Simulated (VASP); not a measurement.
Here is the system:

```
CELL_PARAMETERS angstrom
      1.62500    -2.81458     0.00000
      1.62500     2.81458     0.00000
      0.00000     0.00000     5.21000
ATOMIC_POSITIONS crystal
  Zn 0.66667 0.33333 0.50000
  Zn 0.33333 0.66667 0.00000
  O  0.66667 0.33333 0.88200
  O  0.33333 0.66667 0.38200
```

All values below come from PBE GGA, VASP's PBE PAW potentials (set 64) (plane waves; VASP 6.6.1). Run with 520 eV cut-off, 8×8×5 Γ-centred mesh, Gaussian smearing of 0.050 eV, potentials Zn O.

Task: Give the stress tensor in GPa (positive for a compressed cell).

Result: 
```
5.79  0.00  0.00
0.00  5.79  0.00
0.00  0.00  5.87
```
The pressure is its mean diagonal, 5.81 GPa.

The compound is ZnO in the wurtzite structure. The cell was not relaxed at this level.
